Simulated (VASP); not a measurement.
Data:

```yaml
crystal:
  lattice:
    - [4.75807, 0.00000, 0.00000]
    - [0.00000, 4.75807, 0.00000]
    - [0.00000, 0.00000, 3.22519]
  atoms:
    - { symbol: Mn, position: [0.00000, 0.00000, 0.00000], spin: 4.4 }
    - { symbol: Mn, position: [0.50000, 0.50000, 0.50000], spin: -4.4 }
    - { symbol: F, position: [0.30225, 0.30225, 0.00000] }
    - { symbol: F, position: [0.80225, 0.19775, 0.50000] }
    - { symbol: F, position: [0.19775, 0.80225, 0.50000] }
    - { symbol: F, position: [0.69775, 0.69775, 0.00000] }
```

The numbers are results of LDA (Ceperley-Alder, Perdew-Zunger), VASP's LDA PAW potentials (set 64) (plane waves; VASP), not measurements. Run with 520 eV cut-off, 5×5×8 Γ-centred mesh, tetrahedra with Blöchl corrections, potentials Mn_pv F.

The cores are frozen, which limits the accuracy of field gradients.

Problem. Give the principal components of the electric field gradient (V/Å²) and the asymmetry η at each nucleus.

Solution. 
| atom | Vxx | Vyy | Vzz | η |
|---|---|---|---|---|
| Mn1 | -18.3 | -9.5 | 27.8 | 0.32 |
| Mn2 | -18.3 | -9.5 | 27.8 | 0.32 |
| F3 | 45.8 | 17.2 | -63.0 | 0.45 |
| F4 | 45.8 | 17.2 | -63.0 | 0.45 |
| F5 | 45.8 | 17.2 | -63.0 | 0.45 |
| F6 | 45.8 | 17.2 | -63.0 | 0.45 |

The compound is MnF2 in the rutile structure. It was relaxed first, which changed the volume by -7 %.
